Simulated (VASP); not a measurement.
Output of a VASP run:

File OSZICAR:
```
       N       E                     dE             d eps       ncg     rms          rms(c)
DAV:   1     0.132780390443E+03    0.13278E+03   -0.11322E+04  2080   0.161E+03
DAV:   2    -0.236565938398E+02   -0.15644E+03   -0.15034E+03  2443   0.377E+02
DAV:   3    -0.301471028940E+02   -0.64905E+01   -0.64066E+01  3193   0.691E+01
DAV:   4    -0.303303501174E+02   -0.18325E+00   -0.18318E+00  2666   0.104E+01
DAV:   5    -0.303345583012E+02   -0.42082E-02   -0.42081E-02  3140   0.133E+00    0.270E+01
DAV:   6    -0.274332543037E+02    0.29013E+01   -0.80846E+00  2502   0.215E+01    0.113E+01
DAV:   7    -0.273781754470E+02    0.55079E-01   -0.10028E+00  3125   0.680E+00    0.389E+00
DAV:   8    -0.273787440658E+02   -0.56862E-03   -0.14186E-01  2518   0.372E+00    0.793E-01
DAV:   9    -0.273742777735E+02    0.44663E-02   -0.23239E-02  2546   0.137E+00    0.142E-01
DAV:  10    -0.273741728691E+02    0.10490E-03   -0.94081E-04  2605   0.283E-01    0.490E-02
DAV:  11    -0.273741754501E+02   -0.25810E-05   -0.25726E-05  2748   0.548E-02    0.221E-02
DAV:  12    -0.273741731319E+02    0.23183E-05   -0.62111E-06  2602   0.277E-02    0.266E-03
DAV:  13    -0.273741730180E+02    0.11387E-06   -0.81970E-07  1380   0.851E-03
   1 F= -.23904506E+02 E0= -.23904484E+02  d E =-.239045E+02
```

OUTCAR:
```
------------------------ aborting loop because EDIFF is reached ----------------------------------------
  FORCE on cell =-STRESS in cart. coord.  units (eV):
  Direction    XX          YY          ZZ          XY          YZ          ZX
  --------------------------------------------------------------------------------------
  Total        3.4270759      3.4270772      3.4329652      0.0000000      0.0000000      0.0000000
  in kB      197.5449432    197.5450223    197.8844154      0.0000000      0.0000000      0.0000000
  external PRESSURE =      -2.3418730 kB  Pullay stress =     200.0000000 kB
  volume of cell :       27.80
      direct lattice vectors                 reciprocal lattice vectors
     1.534256360 -2.657410498  0.000000000     0.325890779 -0.188153091  0.000000000
     1.534256360  2.657410498  0.000000000     0.325890779  0.188153091  0.000000000
     0.000000000  0.000000000  3.408645298     0.000000000  0.000000000  0.293371681
 POSITION                                       TOTAL-FORCE (eV/Angst)
 -----------------------------------------------------------------------------------
      0.00000      0.00000      0.00000         0.000000     -0.000000      0.000000
      1.53426      0.88581      1.70432        -0.000000     -0.000000      0.000000
      1.53426     -0.88581      1.70432         0.000000      0.000000     -0.000000
 -----------------------------------------------------------------------------------
    total drift:                                0.000000      0.000000      0.000000
  FREE ENERGIE OF THE ION-ELECTRON SYSTEM (eV)
  ---------------------------------------------------
  free  energy   TOTEN  =       -27.3741730180 eV

  energy  without entropy=      -27.3741069499  energy(sigma->0) =      -27.37415100
  enthalpy is  TOTEN    =       -23.9045059942 eV   P V=        3.4696670238

 reached required accuracy - stopping structural energy minimisation
```
(Selected blocks of OUTCAR.)

**POSCAR**
```
ZrB2
1
    1.5342563595    -2.6574104980    -0.0000000000
    1.5342563595     2.6574104980     0.0000000000
   -0.0000000000     0.0000000000     3.4086452983
Zr B
1 2
Direct
  1.0000000000   1.0000000000   0.0000000000
  0.3333330000   0.6666670000   0.5000000000
  0.6666670000   0.3333330000   0.5000000000
```

Q: Reconstruct the remaining input files.

A: This is not unique; one that fits is the input of the run itself, LDA (Ceperley-Alder, Perdew-Zunger), plane waves, VASP's LDA PAW potentials (set 64).

File KPOINTS:
```
Automatic mesh
0
G
11 11 9
```

INCAR:
```
ALGO=Normal
EDIFF=1E-6
EDIFFG=-0.02
ENCUT=620
IBRION=2
ISIF=3
ISMEAR=1
LASPH=.TRUE.
LCHARG=.FALSE.
LMAXMIX=4
LREAL=.FALSE.
LWAVE=.FALSE.
NELM=100
NSW=40
PREC=Accurate
PSTRESS=200
SIGMA=0.1
SYSTEM=ZrB2
```

POTCAR, in this order: Zr_sv B (LDA.64 set). Program: vasp_std.

The compound is ZrB2 in the AlB2 type structure. It was relaxed first under an external pressure of 20 GPa.
